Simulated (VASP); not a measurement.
Input of a VASP 6.6.1 run:

Contents of INCAR:

```
SYSTEM = PtF2
  PREC = Accurate
  ENCUT = 520
  EDIFF = 1E-7
  ISMEAR = 0
  SIGMA = 0.05
  LREAL = .FALSE.
  LASPH = .TRUE.
  NELM = 100
  ALGO = Normal
  ISIF = 2
  LWAVE = .FALSE.
  LCHARG = .FALSE.
  ISPIN = 2
  MAGMOM = 0.5 0 0
  LORBIT = 11
  NUPDOWN = 1
  LMAXMIX = 4
  GGA = PE
```

File KPOINTS:

```
regular mesh
0
G
  6 6 6
  0 0 0
```

The input POSCAR:

```
PtF2
1.0
    0.0000000000      2.5525506100      2.5525506100
    2.5525506100      0.0000000000      2.5525506100
    2.5525506100      2.5525506100      0.0000000000
Pt F
1 2
Direct
    0.0000000000      0.0000000000      0.0000000000
    0.2500000000      0.2500000000      0.2500000000
    0.7500000000      0.7500000000      0.7500000000
```

Potentials or basis: VASP PAW PBE potentials, release 64 (Pt, F).

The run is started by

```console
$ cat potpaw_PBE.64/Pt/POTCAR potpaw_PBE.64/F/POTCAR > POTCAR
$ mpirun -np 1 vasp_std > vasp.out
```

What does it give for the pressure?

36.0 GPa.

Caveat: a pressure of tens of GPa on the cell as given is suspect, and the run, the potentials or the cell itself is likely at fault; the total moment is fixed, so each spin has its own Fermi level. The run has no spin-orbit coupling, so splittings on Pt are missing.
